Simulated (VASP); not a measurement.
Data:

```
CELL_PARAMETERS angstrom
      0.00000     2.83433     2.83433
      2.83433     0.00000     2.83433
      2.83433     2.83433     0.00000
ATOMIC_POSITIONS crystal
  Be 0.00000 0.00000 0.00000
  Te 0.75000 0.75000 0.75000
```

Calculation: PBE GGA, VASP's PBE PAW potentials (set 64) (plane waves; VASP). Settings: PREC = Normal, EDIFF = 1E-5, 400 eV cut-off, 9×9×9 Γ-centred mesh, Gaussian smearing of 0.050 eV, potentials Be Te.

Task: Predict the energy per atom (σ→0).

Result: 
```yaml
energy per atom (σ→0): -3.812 eV/atom
```

The absolute energy has meaning only against runs of the same code, potentials and settings.

The compound is BeTe in the zinc blende structure. It was relaxed first.
